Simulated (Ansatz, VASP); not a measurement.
# MgB2: VASP beside Ansatz, part 2 of 2

Aim: how closely do two programs agree when they are given the same cell, functional and k mesh? The cell is taken from a series of VASP runs on this material, whose earlier steps may have relaxed, scaled or displaced it; both programs get it as it stands.

VASP 6.6.1 and Ansatz 0.2.0.

So far: Set-up; Ansatz: zone-centre phonons, LDA.

**3. VASP: zone-centre phonons, LDA**

Level of this step: LDA; plane waves and PAW (Mg, B) (VASP).

The same cell, functional (in two slightly different forms), mesh and smearing now go to VASP, with its own data sets and cutoff.

Lines of VASP's logs that name or quote its potential files are left out, and so is its time.

Contents of INCAR:

```
SYSTEM = MgB2
PREC = Accurate
ENCUT = 450
EDIFF = 1E-08
NELM = 100
ISMEAR = 0
SIGMA = 0.05
LREAL = .FALSE.
ALGO = Normal
GGA = CA
NBANDS = 10
LORBIT = 11
LWAVE = .FALSE.
LCHARG = .FALSE.
KPAR = 4
IBRION = 8
ISIF = 2
```

Contents of POSCAR:

```
MgB2
1.0
    3.0850000000      0.0000000000      0.0000000000
   -1.5425000000      2.6716883707      0.0000000000
    0.0000000000      0.0000000000      3.5230000000
Mg B
1 2
Direct
    0.0000000000      0.0000000000      0.0000000000
    0.6666666667      0.3333333333      0.5000000000
    0.3333333333      0.6666666667      0.5000000000
```

Contents of KPOINTS:

```
Automatic mesh
0
Gamma
12 12 10
0 0 0
```

PAW data sets: Mg and B (LDA family, release 64).

Started as:

```console
> mpirun -np 4 vasp_std
```

Numbers of over 12 decimals in the logs are rounded to 6 here.

The log of the run:

```text
[banner, memory and clock lines left out]
running    4 mpi-ranks, on    1 nodes
 distrk:  each k-point on    1 cores,    4 groups
 distr:  one band on    1 cores,    1 groups

 POSCAR found type information on POSCAR MgB
 POSCAR found :  2 types and       3 ions
 LDA part: xc-table for (Slater(with rela. corr.)+CA(PZ))
 , standard interpolation
 POSCAR, INCAR and KPOINTS ok, starting setup
 FFT: planning ... GRIDC
 FFT: planning ... GRID_SOFT
 FFT: planning ... GRID
 WAVECAR not read
 entering main loop
       N       E                     dE             d eps       ncg     rms          rms(c)
DAV:   1    -0.167733397166E+00   -0.16773E+00   -0.36139E+03  2480   0.596E+02
DAV:   2    -0.186596320722E+02   -0.18492E+02   -0.17327E+02  3046   0.100E+02
DAV:   3    -0.190875831840E+02   -0.42795E+00   -0.42632E+00  2968   0.135E+01
DAV:   4    -0.190884604805E+02   -0.87730E-03   -0.87722E-03  2952   0.632E-01
DAV:   5    -0.190884622422E+02   -0.17617E-05   -0.17611E-05  2858   0.274E-02    0.515E+00
DAV:   6    -0.175157886173E+02    0.15727E+01   -0.22250E+00  2534   0.715E+00    0.234E+00
DAV:   7    -0.172562976455E+02    0.25949E+00   -0.11901E+00  2594   0.520E+00    0.691E-01
DAV:   8    -0.172539583360E+02    0.23393E-02   -0.15275E-01  2498   0.211E+00    0.405E-01
DAV:   9    -0.172446876161E+02    0.92707E-02   -0.23710E-02  2510   0.736E-01    0.568E-02
DAV:  10    -0.172446204057E+02    0.67210E-04   -0.11713E-03  2986   0.205E-01    0.218E-02
DAV:  11    -0.172446190569E+02    0.13488E-05   -0.82083E-05  2606   0.500E-02    0.837E-03
DAV:  12    -0.172446135066E+02    0.55502E-05   -0.21831E-05  2578   0.223E-02    0.649E-04
DAV:  13    -0.172446135264E+02   -0.19802E-07   -0.24779E-07  2820   0.395E-03    0.459E-04
DAV:  14    -0.172446135182E+02    0.82760E-08   -0.22262E-08  2490   0.786E-04
   1 F= -.17244614E+02 E0= -.17244429E+02  d E =-.369249E-03
 Linear response reoptimize wavefunctions to high precision
DAV:   1    -0.172446135182E+02   -0.43201E-11   -0.40445E-10  1822   0.156E-04
 Linear response DOF=           4
 Linear response progress:
  Degree of freedom:   1/  4
       N       E                     dE             d eps       ncg     rms          rms(c)
RMM:   1    -0.196019065653E-02   -0.19602E-02   -0.20643E-03 10411   0.333E-01
RMM:   2    -0.180772752258E-02    0.15246E-03   -0.72238E-05  8170   0.568E-02    0.268E-02
RMM:   3    -0.179642909869E-02    0.11298E-04   -0.71168E-06  8432   0.155E-02    0.150E-02
RMM:   4    -0.180143224613E-02   -0.50031E-05   -0.75518E-06  8257   0.155E-02    0.245E-03
RMM:   5    -0.180052216386E-02    0.91008E-06   -0.82329E-08  8580   0.207E-03    0.126E-04
RMM:   6    -0.180053231939E-02   -0.10156E-07   -0.47349E-10  8696   0.124E-04    0.735E-05
RMM:   7    -0.180059272769E-02   -0.60408E-07   -0.18718E-10  8903   0.586E-05    0.514E-06
RMM:   8    -0.180057431305E-02    0.18415E-07   -0.41450E-10  9060   0.153E-05    0.279E-06
RMM:   9    -0.180061715088E-02   -0.42838E-07   -0.30046E-10  8220   0.959E-06    0.192E-07
RMM:  10    -0.180059412721E-02    0.23024E-07    0.14691E-10  5783   0.697E-06    0.366E-08
 first order change of Fermi-energy   0.19344E-04
 force on displaced ion       1 direction 1 :  -4.351   0.000   0.000
 Linear response progress:
  Degree of freedom:   2/  4
       N       E                     dE             d eps       ncg     rms          rms(c)
RMM:   1    -0.332279539090E-02   -0.33228E-02    0.12255E-02  4621   0.542E-01
RMM:   2    -0.329117406268E-02    0.31621E-04   -0.91515E-05  3627   0.669E-02    0.551E-02
RMM:   3    -0.318473708510E-02    0.10644E-03   -0.10152E-04  3572   0.512E-02    0.232E-02
RMM:   4    -0.320086241259E-02   -0.16125E-04   -0.36260E-05  3613   0.299E-02    0.453E-03
RMM:   5    -0.319863242892E-02    0.22300E-05   -0.19682E-07  3693   0.349E-03    0.206E-04
RMM:   6    -0.319880080640E-02   -0.16838E-06   -0.18594E-09  3715   0.246E-04    0.108E-04
RMM:   7    -0.319881435664E-02   -0.13550E-07   -0.35371E-10  3784   0.950E-05    0.934E-06
RMM:   8    -0.319886319019E-02   -0.48834E-07   -0.13186E-10  3900   0.208E-05    0.354E-06
RMM:   9    -0.319886464998E-02   -0.14598E-08   -0.91089E-11  3533   0.890E-06    0.136E-07
 first order change of Fermi-energy   0.59678E-04
 force on displaced ion       1 direction 3 :   0.000  -0.000  -5.910
 Linear response progress:
  Degree of freedom:   3/  4
       N       E                     dE             d eps       ncg     rms          rms(c)
RMM:   1    -0.465650201862E-01   -0.46565E-01    0.42633E-03 20012   0.117E+00
RMM:   2    -0.447449160333E-01    0.18201E-02   -0.75066E-04 14086   0.204E-01    0.177E-01
RMM:   3    -0.446000910435E-01    0.14482E-03   -0.52627E-04 13826   0.131E-01    0.868E-02
RMM:   4    -0.452285046047E-01   -0.62841E-03   -0.39650E-04 13936   0.111E-01    0.114E-02
RMM:   5    -0.452411186740E-01   -0.12614E-04   -0.12120E-06 14991   0.987E-03    0.902E-04
RMM:   6    -0.452415848789E-01   -0.46620E-06   -0.69123E-08 15081   0.806E-04    0.396E-04
RMM:   7    -0.452399318160E-01    0.16531E-05   -0.31160E-08 15837   0.405E-04    0.572E-05
RMM:   8    -0.452403984340E-01   -0.46662E-06   -0.31870E-08 15925   0.110E-04    0.257E-05
RMM:   9    -0.452401326765E-01    0.26576E-06   -0.96252E-09 15966   0.732E-05    0.162E-06
RMM:  10    -0.452401090300E-01    0.23646E-07   -0.29610E-09 16047   0.393E-05    0.611E-07
RMM:  11    -0.452401038625E-01    0.51675E-08    0.17847E-10 12436   0.358E-05    0.989E-08
 first order change of Fermi-energy  -0.30903E-04
 force on displaced ion       2 direction 1 : -10.441  -0.003   0.000
 Linear response progress:
  Degree of freedom:   4/  4
       N       E                     dE             d eps       ncg     rms          rms(c)
RMM:   1    -0.412263755087E-01   -0.41226E-01    0.41710E-02  6718   0.110E+00
RMM:   2    -0.416381858576E-01   -0.41181E-03   -0.34890E-04  5063   0.123E-01    0.128E-01
RMM:   3    -0.414456730847E-01    0.19251E-03   -0.39598E-04  4864   0.111E-01    0.578E-02
RMM:   4    -0.417597297193E-01   -0.31406E-03   -0.19160E-04  5079   0.733E-02    0.133E-02
RMM:   5    -0.417638881456E-01   -0.41584E-05   -0.29240E-06  5342   0.110E-02    0.174E-03
RMM:   6    -0.417648318983E-01   -0.94375E-06   -0.64253E-08  5494   0.149E-03    0.777E-04
RMM:   7    -0.417590046207E-01    0.58273E-05   -0.84741E-09  5247   0.535E-04    0.345E-05
RMM:   8    -0.417592567777E-01   -0.25216E-06   -0.37094E-09  5782   0.734E-05    0.150E-05
RMM:   9    -0.417592550591E-01    0.17186E-08   -0.42446E-09  5747   0.388E-05    0.842E-07
 first order change of Fermi-energy   0.97345E-04
 force on displaced ion       2 direction 3 :   0.000   0.000 -10.827
 Linear response finished
```

OUTCAR, selected parts (step 3):

```text
ion  position               nearest neighbor table
   1  0.000  0.000  0.000-   2 2.51   3 2.51   2 2.51   3 2.51   2 2.51   2 2.51   3 2.51   3 2.51
                             2 2.51   2 2.51   3 2.51   3 2.51
   2  0.667  0.333  0.500-   3 1.78   3 1.78   3 1.78   1 2.51   1 2.51   1 2.51   1 2.51   1 2.51
                             1 2.51
   3  0.333  0.667  0.500-   2 1.78   2 1.78   2 1.78   1 2.51   1 2.51   1 2.51   1 2.51   1 2.51
                             1 2.51

  LATTYP: Found a hexagonal cell.
 ALAT       =     3.0850000000
 C/A-ratio  =     1.1419773096

 Subroutine GETGRP returns: Found 24 space group operations
 (whereof 24 operations were pure point group operations)

The static configuration has the point symmetry D_6h.

 Found    114 irreducible k-points:

   k-points           NKPTS =    114   k-points in BZ     NKDIM =    114   number of bands    NBANDS=     10

   dimension x,y,z NGX =    24 NGY =   24 NGZ =   24
   dimension x,y,z NGXF=    48 NGYF=   48 NGZF=   48

   ENCUT  =  450.0 eV  33.07 Ry    5.75 a.u.   5.34  5.34  6.09*2*pi/ulx,y,z

   NELECT =       8.0000    total number of electrons

 k-points in reciprocal lattice and weights: Automatic mesh
   0.00000000  0.00000000  0.00000000       0.001
   0.08333333 -0.00000000  0.00000000       0.004
   0.16666667 -0.00000000  0.00000000       0.004
   0.25000000  0.00000000  0.00000000       0.004
   0.33333333 -0.00000000  0.00000000       0.004
   0.41666667  0.00000000  0.00000000       0.004
   0.50000000  0.00000000  0.00000000       0.002
   0.08333333  0.08333333  0.00000000       0.004
   0.16666667  0.08333333  0.00000000       0.008
[...]
0.33333333  0.25000000  0.50000000       0.008
   0.33333333  0.33333333  0.50000000       0.001

 average (electrostatic) potential at core
       1 -35.7806       2 -31.4217       3 -31.4217

  Total       -1.5362216     -1.5362216     -1.3694835     -0.0000000     -0.0000000      0.0000000
  in kB      -84.7638830    -84.7638830    -75.5637966     -0.0000000     -0.0000000      0.0000000
  external PRESSURE =     -81.6971875 kB  Pullay stress =       0.0000000 kB

  energy-cutoff  :      450.00
  volume of cell :       29.04
      direct lattice vectors                 reciprocal lattice vectors
     3.085000000  0.000000000  0.000000000     0.324149109  0.187147575  0.000000000
    -1.542500000  2.671688371  0.000000000     0.000000000  0.374295150  0.000000000
     0.000000000  0.000000000  3.523000000     0.000000000  0.000000000  0.283848992

 POSITION                                       TOTAL-FORCE (eV/Angst)
 -----------------------------------------------------------------------------------
      0.00000      0.00000      0.00000         0.000000      0.000000      0.000000
      1.54250      0.89056      1.76150         0.000000      0.000000     -0.000000
     -0.00000      1.78113      1.76150        -0.000000      0.000000      0.000000
 -----------------------------------------------------------------------------------
    total drift:                                0.000000     -0.000000      0.000000

 Eigenvectors and eigenvalues of the dynamical matrix
 ----------------------------------------------------

   1 f  =   20.567221 THz   129.227658 2PiTHz  686.048632 cm-1    85.059151 meV
             X         Y         Z           dx          dy          dz
      0.000000  0.000000  0.000000    -0.000000   -0.000000    0.000000
      1.542500  0.890563  1.761500    -0.000001    0.707107    0.000000
     -0.000000  1.781126  1.761500     0.000001   -0.707107   -0.000000

   2 f  =   20.567221 THz   129.227658 2PiTHz  686.048632 cm-1    85.059151 meV
             X         Y         Z           dx          dy          dz
      0.000000  0.000000  0.000000     0.000000    0.000000   -0.000000
      1.542500  0.890563  1.761500     0.707107    0.000001    0.000000
     -0.000000  1.781126  1.761500    -0.707107   -0.000001   -0.000000

   3 f  =   20.560146 THz   129.183206 2PiTHz  685.812641 cm-1    85.029892 meV
             X         Y         Z           dx          dy          dz
      0.000000  0.000000  0.000000    -0.000000   -0.000000    0.000000
      1.542500  0.890563  1.761500     0.000000    0.000000   -0.707107
     -0.000000  1.781126  1.761500    -0.000000   -0.000000    0.707107

   4 f  =   11.235219 THz    70.592964 2PiTHz  374.766572 cm-1    46.465112 meV
             X         Y         Z           dx          dy          dz
      0.000000  0.000000  0.000000    -0.000000   -0.000000    0.686146
      1.542500  0.890563  1.761500     0.000000    0.000000   -0.514395
     -0.000000  1.781126  1.761500     0.000000    0.000000   -0.514395

   5 f  =    9.633134 THz    60.526765 2PiTHz  321.326760 cm-1    39.839423 meV
             X         Y         Z           dx          dy          dz
      0.000000  0.000000  0.000000    -0.000001   -0.686629   -0.000000
      1.542500  0.890563  1.761500     0.000000    0.514072    0.000000
     -0.000000  1.781126  1.761500     0.000000    0.514072    0.000000

   6 f  =    9.633134 THz    60.526765 2PiTHz  321.326760 cm-1    39.839423 meV
             X         Y         Z           dx          dy          dz
      0.000000  0.000000  0.000000     0.686629   -0.000001    0.000000
      1.542500  0.890563  1.761500    -0.514072    0.000000   -0.000000
     -0.000000  1.781126  1.761500    -0.514072    0.000000   -0.000000

   7 f/i=    0.000063 THz     0.000397 2PiTHz    0.002106 cm-1     0.000261 meV
             X         Y         Z           dx          dy          dz
      0.000000  0.000000  0.000000    -0.000000   -0.000000   -0.727464
      1.542500  0.890563  1.761500    -0.000000   -0.000000   -0.485178
     -0.000000  1.781126  1.761500    -0.000000   -0.000000   -0.485178

   8 f/i=    0.006453 THz     0.040547 2PiTHz    0.215259 cm-1     0.026689 meV
             X         Y         Z           dx          dy          dz
      0.000000  0.000000  0.000000     0.724525    0.060030   -0.000000
      1.542500  0.890563  1.761500     0.483862    0.040090   -0.000000
     -0.000000  1.781126  1.761500     0.483862    0.040090   -0.000000

   9 f/i=    0.006453 THz     0.040547 2PiTHz    0.215259 cm-1     0.026689 meV
             X         Y         Z           dx          dy          dz
      0.000000  0.000000  0.000000     0.060030   -0.724525   -0.000000
      1.542500  0.890563  1.761500     0.040090   -0.483862   -0.000000
     -0.000000  1.781126  1.761500     0.040090   -0.483862   -0.000000

 ELASTIC MODULI CONTR FROM IONIC RELAXATION (kBar)
 Direction    XX          YY          ZZ          XY          YZ          ZX
 --------------------------------------------------------------------------------
 XX          -9.5082      9.5082      0.0000      0.0000      0.0000      0.0000
 YY           9.5082     -9.5082      0.0000     -0.0000      0.0000      0.0000
 ZZ           0.0000      0.0000      0.0000      0.0000      0.0000      0.0000
 XY           0.0000     -0.0000      0.0000     -9.5082      0.0000      0.0000
 YZ           0.0000      0.0000      0.0000      0.0000      0.0000      0.0000
 ZX           0.0000      0.0000      0.0000      0.0000      0.0000      0.0000
 --------------------------------------------------------------------------------
```

**4. Comparison**

Known differences besides the potentials themselves: the two LDA forms differ slightly; the data sets hold 16 valence electrons in Ansatz (default PAW (the set named soft_2) files) and 8 in VASP; the cutoff is 420 eV in Ansatz and 450 eV in VASP; VASP's log shows a relativistic correction to its local exchange, Ansatz's none. Total energies have different zeros and are not compared.

Compared:

```csv
quantity,Ansatz,VASP,difference
optical mode 1 to 2 (cm⁻¹),320.8,321.3,-0.16 %
optical mode 3 (cm⁻¹),374.0,374.8,-0.21 %
optical mode 4 (cm⁻¹),685.9,685.8,+0.02 %
optical mode 5 to 6 (cm⁻¹),687.9,686.0,+0.27 %
```

Modes are paired by rising frequency and degeneracy, not by their patterns, so a pair may still set unlike modes beside each other.

**5. Results**

```yaml
r_m_s_difference_of_the_optical_zone_centre_modes_each_program_s_sorted_by_frequency_zone_centre_phonons_lda: 1.1 cm⁻¹
```

**Reading.** The r.m.s. difference of the optical zone-centre modes, each program's sorted by frequency is 1.1 cm⁻¹ (zone-centre phonons, LDA). Such differences can come from data sets, numerical settings and the points named under the comparisons, not from the functional's error against experiment.

[Lines on the potential files, build, host, timing and source positions are cut from VASP's logs without a mark.]

[Logs are printed without paths, hosts, clocks, repeated set-up lines and the standing remarks that a program may print on its own settings, such as how far it seeks lower states.]

[Hosts, paths, dates, database ids (printed as entryN), source tags and the programs' standing remarks are cut or masked in the printed files.]
